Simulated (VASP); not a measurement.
Cost and result of VASP (PAW) for the bulk modulus of KCl (rock salt). Static lattice, third-order Birch-Murnaghan fit over five volumes. The cost counts the five points of the equation of state, each on the mesh and cut-off of its row, so the ratios hold those differences too. With PBE it took about 80 core-seconds. Costs are core time on shared hosts, one run each; read them as rough ratios.

```tsv
level	k-mesh	cut-off (eV)	bulk modulus (GPa)	cost over PBE
LDA	8×8×8	520	?	within a factor of 2
PBEsol	7×7×7	520	18.4	within a factor of 2
PBE	7×7×7	520	16.2	reference
SCAN	7×7×7	520	20.2	about 6 times
r2SCAN	7×7×7	520	?	?
```

Question: Complete the blanks.

Answer: 
- LDA, bulk modulus (GPa): 24.2
- r2SCAN, bulk modulus (GPa): 19.3
- r2SCAN, cost over PBE: about 7 times

Left out are levels that failed, ran on another kind of processor or have no fit band path; at most nine are shown.

The compound is KCl in the rock salt structure.
